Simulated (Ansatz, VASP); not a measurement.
# Te2Mo: VASP beside Ansatz, part 2 of 2

One calculation is typed for both programs; each brings its own data sets. How far apart do they land? The structure shown is the end of the Ansatz relaxation below.

VASP 6.6.1 and Ansatz 0.2.0.

So far: The structure; Ansatz: relaxation, PBE with D3(BJ); VASP: single point, PBE with D3(BJ), pair 1; Side by side.

### Step 5. Ansatz: relaxation, PBE with D3(BJ)

Level of this step: Ansatz beside VASP: Kohn-Sham DFT, plane waves, PBE with D3(BJ) (Ansatz).

This run makes the geometry at which the two programs are then compared. The cell compared in this pair holds 141.74 Å³, against 145.07 Å³ for the pair before.

The structure compared here is the end of the Ansatz relaxation.

Input file input.yaml:

```yaml
crystal:
  lattice:
    - [3.5228436425, 0.0, 0.0]
    - [-1.7614218212, 3.050872088, 0.0]
    - [0.0, 0.0, 13.28982741]
  atoms:
    - { symbol: Te, position: [0.3333333, 0.6666667, 0.617383] }
    - { symbol: Te, position: [0.6666667, 0.3333333, 0.117383] }
    - { symbol: Te, position: [0.3333333, 0.6666667, 0.882617] }
    - { symbol: Te, position: [0.6666667, 0.3333333, 0.382617] }
    - { symbol: Mo, position: [0.3333333, 0.6666667, 0.25] }
    - { symbol: Mo, position: [0.6666667, 0.3333333, 0.75] }
kpoints:
  mp_grid: { grid: [9, 9, 2] }
scf:
  occupations: { method: fermi_dirac, width: 0.02 }
hamiltonian:
  xc: pbe
  pseudopotentials: { kind: paw, azcp: { folder: soft_1 } }
  dispersion: d3bj
basis:
  ecutwfc: 600
output:
  forces: true
  stress: true
relax:
  f_tol: 0.005
  max_steps: 70
  cell: { stress_tol: 0.02, p_target: 0, fix: [c, alpha, beta, gamma] }
```

Started as:

```console
$ ansatz run input.yaml --threads 4 --pin off --max-ram 10240MiB --backend cpu --events-out ev --progress --plain --runs-dir out
```

Numbers of over 12 decimals in the logs are rounded to 6 here.

The program printed:

```text
[...]
Crystal: 6 atoms, lattice volume = 142.836 Å³
Basis set: ecut = 600 eV, 4727 PW (Γ), exchange–correlation on 60×60×216 points (8 copies of the dense FFT grid, shifted against one another)
Bands: 56, of which v1, the nominal top of the filled ones, is band 46 counted from 1 (45 counted from 0)
Symmetry: 8 space group operations
k-points: 50 of 162
[...]
cell:  # Å, volume = 141.7425 Å³
    - [3.509337, -2.875690625063894e-11, 0]
    - [-1.754668, 3.039175, 0]
    - [0, 0, 13.28982741]
  atoms:
    - { symbol: Te, position: [0.333333, 0.666667, 0.614399] }
    - { symbol: Te, position: [0.666667, 0.333333, 0.114399] }
    - { symbol: Te, position: [0.333333, 0.666667, 0.885601] }
    - { symbol: Te, position: [0.666667, 0.333333, 0.385601] }
    - { symbol: Mo, position: [0.333333, 0.666667, 0.25] }
    - { symbol: Mo, position: [0.666667, 0.333333, 0.75] }
[key lines of the parts left out:]
SCF converged after 8 iterations
Free energy (F): -37837.066856 eV
Fermi energy:    13.951251 eV
P = ⅓ Tr σ = 0.8109 GPa (8.109 kbar)
```

### Step 6. VASP: single point, PBE with D3(BJ), pair 2

The same cell, functional, mesh and smearing now go to VASP, with its own data sets.

Input file INCAR:

```
SYSTEM = Te2Mo
PREC = Accurate
ENCUT = 500
EDIFF = 1E-06
NELM = 120
ISMEAR = -1
SIGMA = 0.02
LREAL = .FALSE.
ALGO = Normal
GGA = PE
IVDW = 12
NBANDS = 32
LASPH = .TRUE.
LORBIT = 11
LWAVE = .FALSE.
LCHARG = .FALSE.
ISIF = 2
GGA_COMPAT = .FALSE.
EFERMI = MIDGAP
KPAR = 2
```

Input file POSCAR:

```
Te2Mo
1.0
    3.5093365324      0.0000000000      0.0000000000
   -1.7546682662      3.0391745875      0.0000000000
    0.0000000000      0.0000000000     13.2898274100
Te Mo
4 2
Direct
    0.3333336049      0.6666669383      0.6143987583
    0.6666669383      0.3333336049      0.1143987583
    0.3333336049      0.6666669383      0.8856012417
    0.6666669383      0.3333336049      0.3856012417
    0.3333336049      0.6666669383      0.2500000000
    0.6666669383      0.3333336049      0.7500000000
```

Input file KPOINTS:

```
Automatic mesh
0
Gamma
9 9 2
0 0 0
```

PAW data sets: Te and Mo_sv (PBE family, release 64).

Started as:

```console
$ mpirun -np 2 vasp_std
```

The program printed:

```text
[... set-up lines as in an earlier step ...]
 entering main loop
       N       E                     dE             d eps       ncg     rms          rms(c)
DAV:   1     0.402886223203E+03    0.40289E+03   -0.26813E+04  1760   0.142E+03
DAV:   2    -0.151294619720E+02   -0.41802E+03   -0.40847E+03  1944   0.342E+02
DAV:   3    -0.365245390736E+02   -0.21395E+02   -0.21156E+02  1952   0.670E+01
DAV:   4    -0.370099660978E+02   -0.48543E+00   -0.48398E+00  1912   0.100E+01
[...]
DAV:  15    -0.357975727725E+02    0.18088E-05   -0.17993E-06  1176   0.739E-03    0.269E-02
DAV:  16    -0.357975716860E+02    0.10865E-05   -0.25254E-06  1368   0.697E-03    0.114E-02
DAV:  17    -0.357975715280E+02    0.15801E-06   -0.25544E-07   968   0.250E-03
   1 F= -.39199618E+02 E0= -.39199617E+02  d E =-.100610E-05
```

OUTCAR, selected parts (step 6):

```text
 Edisp (eV)   -3.40205

  Total      -0.00977    -0.00977     2.22090    -0.00000     0.00000     0.00000
  in kB      -0.11046    -0.11046    25.10379    -0.00000     0.00000     0.00000
  external pressure =        8.29 kB  Pullay stress =        0.00 kB

 POSITION                                       TOTAL-FORCE (eV/Angst)
 -----------------------------------------------------------------------------------
      0.00000      2.02612      8.16525        -0.000000     -0.000000     -0.016974
      1.75467      1.01306      1.52034         0.000000      0.000000     -0.016974
      0.00000      2.02612     11.76949        -0.000000     -0.000000      0.016974
      1.75467      1.01306      5.12457         0.000000      0.000000      0.016974
      0.00000      2.02612      3.32246        -0.000000      0.000000     -0.000000
      1.75467      1.01306      9.96737         0.000000     -0.000000     -0.000000
 -----------------------------------------------------------------------------------
    total drift:                               -0.001182     -0.002048     -0.000000

  FREE ENERGIE OF THE ION-ELECTRON SYSTEM (eV)
  ---------------------------------------------------
  free  energy   TOTEN  =       -39.1996175813 eV

  energy  without entropy=      -39.1996165752  energy(sigma->0) =      -39.19961708

[... 1 part as in an earlier step ...]

[... 2 further parts left out ...]
[key lines of the parts left out:]
E-fermi :   9.4044
```

The run ends at a pressure of 0.83 GPa, with forces up to 0.017 eV/Å.

### Step 7. Comparison

What differs besides the data sets and the points named for the pairs above, as far as they apply: the data sets hold 92 valence electrons in Ansatz (on its PAW soft_1 files) and 52 in VASP. Total energies have different zeros and are not compared.

Both answers:

| quantity | Ansatz | VASP | difference |
| --- | --- | --- | --- |
| pressure (GPa) | 0.81 | 0.83 | -0.02 |
| gap on the k mesh (eV) | 0.410 | 0.398 | +0.012 |

At this near-relaxed geometry the largest component of a force difference is 19 meV/Å. A gap on the mesh is an upper bound, since the band edges may lie between its points.

### Step 8. Ansatz: relaxation, PBE with D3(BJ)

This run makes the geometry at which the two programs are then compared. The cell compared in this pair holds 142.80 Å³, against 141.74 Å³ for the pair before.

The structure compared here is the end of the Ansatz relaxation.

Changes to input.yaml since step 5:

```diff
@@ -2,5 +2,5 @@
   lattice:
-    - [3.5228436425, 0.0, 0.0]
-    - [-1.7614218212, 3.050872088, 0.0]
-    - [0.0, 0.0, 13.28982741]
+    - [3.514102095, 0.0, 0.0]
+    - [-1.7570510475, 3.0433016858, 0.0]
+    - [0.0, 0.0, 13.42683594]
   atoms:
```

Started as:

```console
$ ansatz run input.yaml --threads 4 --pin off --max-ram 10240MiB --backend cpu --events-out ev --progress --plain --runs-dir out
```

The program printed:

```text
[...]
Crystal: 6 atoms, lattice volume = 143.593 Å³
Basis set: ecut = 600 eV, 4727 PW (Γ), exchange–correlation on 60×60×216 points (8 copies of the dense FFT grid, shifted against one another)
Bands: 56, of which v1, the nominal top of the filled ones, is band 46 counted from 1 (45 counted from 0)
Symmetry: 8 space group operations
k-points: 50 of 162
[...]
- [3.504413, 1.4675513914659e-19, 0]
    - [-1.752207, 3.034911, 0]
    - [0, 0, 13.42683594]
  atoms:
    - { symbol: Te, position: [0.333333, 0.666667, 0.615365] }
    - { symbol: Te, position: [0.666667, 0.333333, 0.115365] }
    - { symbol: Te, position: [0.333333, 0.666667, 0.884635] }
    - { symbol: Te, position: [0.666667, 0.333333, 0.384635] }
    - { symbol: Mo, position: [0.333333, 0.666667, 0.250000] }
    - { symbol: Mo, position: [0.666667, 0.333333, 0.750000] }
[key lines of the parts left out:]
SCF converged after 8 iterations
Free energy (F): -37837.084805 eV
Fermi energy:    13.763104 eV
P = ⅓ Tr σ = 0.5052 GPa (5.052 kbar)
```

### Step 9. VASP: single point, PBE with D3(BJ), pair 3

The same cell, functional, mesh and smearing now go to VASP, with its own data sets.

INCAR is that of step 6.

Input file POSCAR:

```
Te2Mo
1.0
    3.5044132113      0.0000000000      0.0000000000
   -1.7522066057      3.0349108664      0.0000000000
    0.0000000000      0.0000000000     13.4268359400
Te Mo
4 2
Direct
    0.3333331921      0.6666665255      0.6153651558
    0.6666665255      0.3333331921      0.1153651558
    0.3333331921      0.6666665255      0.8846348442
    0.6666665255      0.3333331921      0.3846348442
    0.3333331921      0.6666665255      0.2500000000
    0.6666665255      0.3333331921      0.7500000000
```

KPOINTS is that of step 6.

Started as:

```console
$ mpirun -np 2 vasp_std
```

The program printed:

```text
[... set-up lines as in an earlier step ...]
 entering main loop
       N       E                     dE             d eps       ncg     rms          rms(c)
DAV:   1     0.394292940958E+03    0.39429E+03   -0.26807E+04  1800   0.142E+03
DAV:   2    -0.145126028091E+02   -0.40881E+03   -0.39984E+03  1912   0.338E+02
DAV:   3    -0.365311386093E+02   -0.22019E+02   -0.21637E+02  1952   0.663E+01
DAV:   4    -0.370608995609E+02   -0.52976E+00   -0.52780E+00  1880   0.103E+01
[...]
DAV:  15    -0.358409983752E+02    0.17656E-05   -0.17392E-06  1192   0.713E-03    0.293E-02
DAV:  16    -0.358409970635E+02    0.13117E-05   -0.30502E-06  1360   0.777E-03    0.116E-02
DAV:  17    -0.358409968933E+02    0.17019E-06   -0.27860E-07   944   0.268E-03
   1 F= -.39217487E+02 E0= -.39217486E+02  d E =-.101887E-06
```

OUTCAR, selected parts (step 9):

```text
 Edisp (eV)   -3.37649

  Total      -0.00700    -0.00700     1.41552     0.00000     0.00000     0.00000
  in kB      -0.07858    -0.07858    15.88150     0.00000     0.00000     0.00000
  external pressure =        5.24 kB  Pullay stress =        0.00 kB

 POSITION                                       TOTAL-FORCE (eV/Angst)
 -----------------------------------------------------------------------------------
     -0.00000      2.02327      8.26241         0.000000     -0.000000     -0.018008
      1.75221      1.01164      1.54899        -0.000000      0.000000     -0.018008
     -0.00000      2.02327     11.87785         0.000000     -0.000000      0.018008
      1.75221      1.01164      5.16443        -0.000000      0.000000      0.018008
     -0.00000      2.02327      3.35671         0.000000      0.000000      0.000000
      1.75221      1.01164     10.07013        -0.000000     -0.000000     -0.000000
 -----------------------------------------------------------------------------------
    total drift:                                0.001227      0.002126      0.000000

  FREE ENERGIE OF THE ION-ELECTRON SYSTEM (eV)
  ---------------------------------------------------
  free  energy   TOTEN  =       -39.2174865193 eV

  energy  without entropy=      -39.2174864174  energy(sigma->0) =      -39.21748647

[... 1 part as in an earlier step ...]

[... 2 further parts left out ...]
[key lines of the parts left out:]
E-fermi :   9.2502
```

The run ends at a pressure of 0.52 GPa, with forces up to 0.018 eV/Å.

### Step 10. Side by side

What differs besides the data sets and the points named for the pairs above, as far as they apply: the data sets hold 92 valence electrons in Ansatz (on its PAW soft_1 files) and 52 in VASP. Total energies have different zeros and are not compared.

Compared:

```
              quantity  Ansatz   VASP  difference
        pressure (GPa)    0.51   0.52       -0.02
gap on the k mesh (eV)   0.537  0.522      +0.016
```

At this near-relaxed geometry the largest component of a force difference is 19 meV/Å. A gap on the mesh is an upper bound, since the band edges may lie between its points.

### Step 11. Summary of results

```yaml
difference_in_gap_on_the_k_mesh_single_point_pbe_with_d3_bj_pair_1: 0.0067 eV
r_m_s_force_difference_single_point_pbe_with_d3_bj_pair_1: 8.4 meV/Å
difference_in_gap_on_the_k_mesh_single_point_pbe_with_d3_bj_pair_2: 0.012 eV
r_m_s_force_difference_single_point_pbe_with_d3_bj_pair_2: 9.1 meV/Å
difference_in_gap_on_the_k_mesh_single_point_pbe_with_d3_bj_pair_3: 0.016 eV
r_m_s_force_difference_single_point_pbe_with_d3_bj_pair_3: 8.8 meV/Å
```

In words: The r.m.s. force difference is 9.1 meV/Å (single point, PBE with D3(BJ), pair 2), within the 12 meV/Å picked in this series as the mark of a large difference. The data sets hold unlike numbers of valence electrons (92 in Ansatz and 52 in VASP), so part of the differences comes from the potentials. 3 further runs of this series are not shown here. How closely two codes agree says nothing of how well the functional describes the real material.

[Lines on the potential files, build, host, timing and source positions are cut from VASP's logs without a mark.]

[Logs are printed without paths, hosts, clocks, repeated set-up lines and the standing remarks that a program may print on its own settings, such as how far it seeks lower states.]

[Hosts, paths, dates, database ids (printed as entryN), source tags and the programs' standing remarks are cut or masked in the printed files.]
